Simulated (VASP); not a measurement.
Calculation: rev-vdW-DF2, VASP's PBE PAW potentials (set 64) (plane waves; VASP).

VASP input:

**POSCAR**
```
AlN
1.0
  1.5762628935  -2.7301674116   0.0000000000
  1.5762628935   2.7301674116   0.0000000000
  0.0000000000   0.0000000000   5.0491117573
Al N
2 2
Cart
  1.5762628935  -0.9100576240   2.5249026819
  1.5762628935   0.9100576240   0.0003468033
  1.5762628935  -0.9100576240   4.4529697666
  1.5762628935   0.9100576240   1.9284138880
```

File KPOINTS:
```
Automatic mesh
0
Gamma
8 8 5
0 0 0
```

**INCAR**
```
SYSTEM = AlN
PREC = Accurate
ENCUT = 520
EDIFF = 1E-7
NELM = 100
ALGO = Normal
LREAL = .FALSE.
LASPH = .TRUE.
ISMEAR = 0
SIGMA = 0.05
GGA = MK
PARAM1 = 0.1234568
PARAM2 = 0.7114
ZAB_VDW = -1.8867
LUSE_VDW = .TRUE.
AGGAC = 0.0
LWAVE = .FALSE.
LCHARG = .FALSE.
ISIF = 4
IBRION = 2
NSW = 30
EDIFFG = -0.01
```

POTCAR, in this order: Al N (PBE.64 set). Program: vasp_std.

Output of the run:

OSZICAR:
```
       N       E                     dE             d eps       ncg     rms          rms(c)
DAV:   1     0.525566098542E+02    0.52557E+02   -0.75315E+03   720   0.118E+03
DAV:   2    -0.266936226305E+02   -0.79250E+02   -0.73566E+02  1020   0.220E+02
DAV:   3    -0.304655587343E+02   -0.37719E+01   -0.37594E+01   948   0.525E+01
DAV:   4    -0.304971683647E+02   -0.31610E-01   -0.31603E-01   808   0.549E+00
DAV:   5    -0.304976595359E+02   -0.49117E-03   -0.49116E-03   928   0.708E-01    0.120E+01
DAV:   6    -0.257259481483E+02    0.47717E+01   -0.17850E+01   876   0.318E+01    0.408E+00
DAV:   7    -0.257446011633E+02   -0.18653E-01   -0.66380E-01   768   0.634E+00    0.281E+00
DAV:   8    -0.257291926296E+02    0.15409E-01   -0.95779E-02   808   0.325E+00    0.506E-01
DAV:   9    -0.257237643186E+02    0.54283E-02   -0.22267E-02   912   0.110E+00    0.246E-01
DAV:  10    -0.257242465428E+02   -0.48222E-03   -0.22351E-03   836   0.369E-01    0.142E-01
DAV:  11    -0.257241727726E+02    0.73770E-04   -0.17988E-04   844   0.114E-01    0.356E-02
DAV:  12    -0.257241741973E+02   -0.14247E-05   -0.61509E-06   808   0.245E-02    0.620E-03
DAV:  13    -0.257241741765E+02    0.20847E-07   -0.46837E-06   860   0.166E-02    0.355E-03
DAV:  14    -0.257241743410E+02   -0.16452E-06   -0.23092E-07   600   0.466E-03    0.779E-04
DAV:  15    -0.257241743578E+02   -0.16860E-07   -0.26431E-08   392   0.173E-03
   1 F= -.25724174E+02 E0= -.25724174E+02  d E =-.257242E+02
       N       E                     dE             d eps       ncg     rms          rms(c)
DAV:   1    -0.257245679912E+02   -0.39365E-03   -0.18718E-02   720   0.131E+00    0.683E-02
DAV:   2    -0.257244708110E+02    0.97180E-04   -0.15059E-04   912   0.117E-01    0.388E-02
DAV:   3    -0.257244198634E+02    0.50948E-04   -0.74427E-05   880   0.739E-02    0.220E-03
DAV:   4    -0.257244204033E+02   -0.53989E-06   -0.47251E-06   820   0.200E-02    0.187E-03
DAV:   5    -0.257244203072E+02    0.96067E-07   -0.66378E-08   540   0.261E-03
   2 F= -.25724420E+02 E0= -.25724420E+02  d E =-.245949E-03
       N       E                     dE             d eps       ncg     rms          rms(c)
DAV:   1    -0.257244969016E+02   -0.76498E-04   -0.54129E-03   720   0.706E-01    0.368E-02
DAV:   2    -0.257244684776E+02    0.28424E-04   -0.43497E-05   912   0.629E-02    0.208E-02
DAV:   3    -0.257244539170E+02    0.14561E-04   -0.21664E-05   884   0.399E-02    0.119E-03
DAV:   4    -0.257244540974E+02   -0.18034E-06   -0.13830E-06   824   0.108E-02    0.101E-03
DAV:   5    -0.257244540421E+02    0.55229E-07   -0.19345E-08   428   0.141E-03
   3 F= -.25724454E+02 E0= -.25724454E+02  d E =-.279684E-03
       N       E                     dE             d eps       ncg     rms          rms(c)
DAV:   1    -0.257244640586E+02   -0.99613E-05   -0.11265E-02   720   0.973E-01    0.211E-02
DAV:   2    -0.257244722648E+02   -0.82062E-05   -0.18163E-04   848   0.117E-01    0.132E-02
DAV:   3    -0.257244660271E+02    0.62378E-05   -0.63297E-06   820   0.291E-02    0.505E-03
DAV:   4    -0.257244657027E+02    0.32432E-06   -0.51590E-06   852   0.196E-02    0.220E-03
DAV:   5    -0.257244656955E+02    0.72787E-08   -0.38196E-07   644   0.585E-03
   4 F= -.25724466E+02 E0= -.25724466E+02  d E =-.116533E-04
       N       E                     dE             d eps       ncg     rms          rms(c)
DAV:   1    -0.257244770558E+02   -0.11353E-04   -0.19240E-03   720   0.402E-01    0.904E-03
DAV:   2    -0.257244779811E+02   -0.92537E-06   -0.30634E-05   848   0.486E-02    0.568E-03
DAV:   3    -0.257244769508E+02    0.10303E-05   -0.13318E-06   816   0.133E-02    0.193E-03
DAV:   4    -0.257244769017E+02    0.49077E-07   -0.93730E-07   760   0.811E-03
   5 F= -.25724477E+02 E0= -.25724477E+02  d E =-.228596E-04
```

**OUTCAR**
```
------------------------ aborting loop because EDIFF is reached ----------------------------------------
  FORCE on cell =-STRESS in cart. coord.  units (eV):
  Direction    XX          YY          ZZ          XY          YZ          ZX
  --------------------------------------------------------------------------------------
  Total       -1.4931301     -1.4931301     -1.4954514      0.0000000      0.0000000      0.0000000
  in kB      -55.0484791    -55.0484788    -55.1340599      0.0000000      0.0000000      0.0000000
  external PRESSURE =     -55.0770059 kB  Pullay stress =       0.0000000 kB
  volume of cell :       43.46
      direct lattice vectors                 reciprocal lattice vectors
     1.574573734 -2.727241702  0.000000000     0.317546260 -0.183335419 -0.000000000
     1.574573734  2.727241702 -0.000000000     0.317546260  0.183335419  0.000000000
     0.000000000 -0.000000000  5.059950665     0.000000000  0.000000000  0.197630385
  FREE ENERGIE OF THE ION-ELECTRON SYSTEM (eV)
  ---------------------------------------------------
  free  energy   TOTEN  =       -25.7244769017 eV

  energy  without entropy=      -25.7244769017  energy(sigma->0) =      -25.72447690

 reached required accuracy - stopping structural energy minimisation
```
(Selected blocks of OUTCAR.)

**CONTCAR**
```
AlN
   1.00000000000000
     1.5745737338529135   -2.7272417017863022    0.0000000000000000
     1.5745737338529135    2.7272417017863022   -0.0000000000000000
     0.0000000000000000   -0.0000000000000000    5.0599506651423800
  Al              N
     2     2
Direct
     0.6666669999999968    0.3333330000000032    0.5005382986633329
     0.3333330000000032    0.6666669999999968    0.0005382986633328
     0.6666669999999968    0.3333330000000032    0.8814617013366650
     0.3333330000000032    0.6666669999999968    0.3814617013366651
```

OUTCAR:
```
 val. band max:        5.6813314359   @ k =   0.0000   0.0000   0.0000

 cond. band min:       9.6175676395   @ k =   0.0000   0.0000   0.0000


 Fermi energy:         5.8768529158

 k-point     1 :       0.0000    0.0000    0.0000
  band No.  band energies     occupation
      1      -9.1868      2.00000
      2      -7.1637      2.00000
      3      -0.1128      2.00000
      4       4.8787      2.00000
      5       4.8787      2.00000
      6       5.5070      2.00000
      7       5.5070      2.00000
      8       5.6813      2.00000
      9       9.6176      0.00000
     10      12.0819      0.00000
     11      15.9703      0.00000
     12      16.5823      0.00000

 k-point     2 :       0.1250    0.0000    0.0000
  band No.  band energies     occupation
      1      -8.9971      2.00000
      2      -7.0579      2.00000
      3       0.1160      2.00000
      4       4.0285      2.00000
      5       4.6441      2.00000
      6       4.6866      2.00000
      7       5.4658      2.00000
      8       5.5937      2.00000
      9      10.4491      0.00000
     10      12.8103      0.00000
     11      15.2246      0.00000
     12      15.5531      0.00000

 k-point     3 :       0.2500    0.0000    0.0000
  band No.  band energies     occupation
      1      -8.4696      2.00000
      2      -6.8081      2.00000
      3       0.7719      2.00000
      4       2.3509      2.00000
      5       3.2869      2.00000
      6       4.1925      2.00000
      7       5.2619      2.00000
      8       5.2992      2.00000
      9      11.6319      0.00000
     10      13.1078      0.00000
     11      13.5941      0.00000
     12      15.4127      0.00000

 k-point     4 :       0.3750    0.0000    0.0000
  band No.  band energies     occupation
      1      -7.7604      2.00000
      2      -6.6256      2.00000
      3       0.9412      2.00000
      4       1.7313      2.00000
      5       2.1231      2.00000
      6       3.8232      2.00000
...
```

The compound is AlN in the wurtzite structure. This cell is one point of a volume scan, at 1.03 of the reference volume. Symmetry was kept, so distortions that lower it aren't found.
